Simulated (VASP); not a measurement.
A run of VASP 6.6.1 is set up as follows.

INCAR

```
PREC = Accurate ; ENCUT = 520
EDIFF = 1E-6 ; ISMEAR = 0
SIGMA = 0.1 ; LREAL = Auto
LASPH = True ; NELM = 100
ALGO = Normal ; ISIF = 2
LWAVE = False ; LCHARG = True
GGA = CA ; LELF = True
LVHAR = True ; NBANDS = 36
```

Contents of KPOINTS:

```
regular mesh
0
Gamma
  4 3 1
```

File POSCAR:

```
Be18Cl
1.0
    4.5800000000      0.0000000000      0.0000000000
    3.4350000000      5.9495950000      0.0000000000
    0.0000000000      0.0000000000     15.5884300000
Be Cl
18 1
Direct
    0.0000000000      0.0000000000      0.0641500780
    0.5000000000      0.0000000000      0.0641500780
    0.0000000420      0.3333332773      0.0641500780
    0.5000000420      0.3333332773      0.0641500780
   -0.0000000420      0.6666667227      0.0641500780
    0.4999999580      0.6666667227      0.0641500780
   -0.1755902358      0.2166367627      0.1795881946
    0.3376696443      0.2240297029      0.1802960272
   -0.1727413730      0.5644449748      0.1738099347
    0.3383735362      0.5498192734      0.1770136569
   -0.1610252619      0.8887352837      0.1822717233
    0.3263422568      0.8972842689      0.1789208406
    0.0049377085     -0.0023961295      0.2962404809
    0.5017908627     -0.0100480789      0.2962140511
   -0.0181428358      0.3446975803      0.2825917684
    0.4955582629      0.3415217338      0.2978273630
    0.0044920831      0.6524970187      0.2873657578
    0.4990329443      0.6640937745      0.2901575078
    0.6595612433      0.1089390118      0.4008054692
```

Potentials or basis: VASP PAW LDA potentials, release 64 (Be, Cl).

Run with:

```sh
$ cat potpaw_LDA.64/Be/POTCAR potpaw_LDA.64/Cl/POTCAR > POTCAR
$ mpirun -np 1 vasp_std > vasp.out
```

Question: Predict the band gap on the k mesh.

Answer: None (metal or under the smearing width).

Question: What does it give for the largest force?

Answer: 0.384 eV/Å.

Forces in eV/Å, atoms in the order of the input:
```
Be  -0.021 -0.024  0.004
Be   0.075 -0.081  0.044
Be  -0.069 -0.199  0.129
Be   0.030 -0.002  0.126
Be   0.147  0.133 -0.088
Be  -0.164  0.172 -0.302
Be   0.008  0.002 -0.001
Be   0.006 -0.002 -0.003
Be   0.010  0.007 -0.007
Be  -0.013 -0.011 -0.013
Be  -0.010 -0.007 -0.011
Be   0.000  0.009  0.009
Be  -0.020  0.017  0.023
Be   0.026  0.012  0.036
Be  -0.001 -0.008  0.019
Be   0.009  0.009  0.009
Be   0.005 -0.009  0.009
Be  -0.002  0.007  0.019
Cl  -0.015 -0.025 -0.005
```

Caveat: the k mesh is coarse (spacing up to 0.40 Å⁻¹), so the values aren't converged; an odd number of electrons without spin polarisation forces a metal; a magnetic or distorted state may lie lower.
